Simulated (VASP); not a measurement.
An input for Ansatz (written as the equivalent of a VASP run, and not itself run):

Ansatz 0.2 input:
```yaml
crystal:
  lattice:
    - [-3.0891179, 3.0891179, 3.0891179]
    - [3.0891179, -3.0891179, 3.0891179]
    - [3.0891179, 3.0891179, -3.0891179]
  atoms:
    - { symbol: Cs, position: [0.0000000, 0.0000000, 0.0000000] }
kpoints:
  mp_grid: { grid: [8, 8, 8] }
hamiltonian:
  xc: r2scan
  dispersion: rvv10
  pseudopotentials: { kind: paw }
scf:
  occupations: { method: methfessel_paxton, width: 0.1 }
  max_iter: 100
output: { forces: true, stress: true, eigenvalues: true }
```

**Question.** Translate this input to VASP (INCAR, KPOINTS, POSCAR, choice of POTCAR).

**Answer.** Several could match; the one computed here: 
### INCAR
```
ALGO = Normal
BPARAM = 11.95
CPARAM = 0.0093
EDIFF = 1E-7
ENCUT = 520
ISIF = 2
ISMEAR = 1
LASPH = .TRUE.
LCHARG = .FALSE.
LMAXMIX = 4
LMIXTAU = .TRUE.
LREAL = .FALSE.
LUSE_VDW = .TRUE.
LWAVE = .FALSE.
METAGGA = R2SCAN
NELM = 100
PREC = Accurate
SIGMA = 0.1
SYSTEM = Cs
```

### KPOINTS
```
Automatic mesh
0
Gamma
8 8 8
0 0 0
```

POSCAR:
```
Cs
6.1782360
 -0.4999999899   0.4999999899   0.4999999899
  0.4999999899  -0.4999999899   0.4999999899
  0.4999999899   0.4999999899  -0.4999999899
Cs
1
Cart
  0.0000000000   0.0000000000   0.0000000000
```

POTCAR, in this order: Cs_sv (PBE.64 set). Program: vasp_std.

Limits of the translation: each code has its own PAW files, so the cut-off isn't converted (ENCUT is set for VASP's; basis.ecutwfc is left out, and Ansatz then takes the one that its files recommend); Ansatz stops its SCF on the density residual and VASP on the energy change (EDIFF).

The compound is Cs in the bcc structure. It was relaxed first.
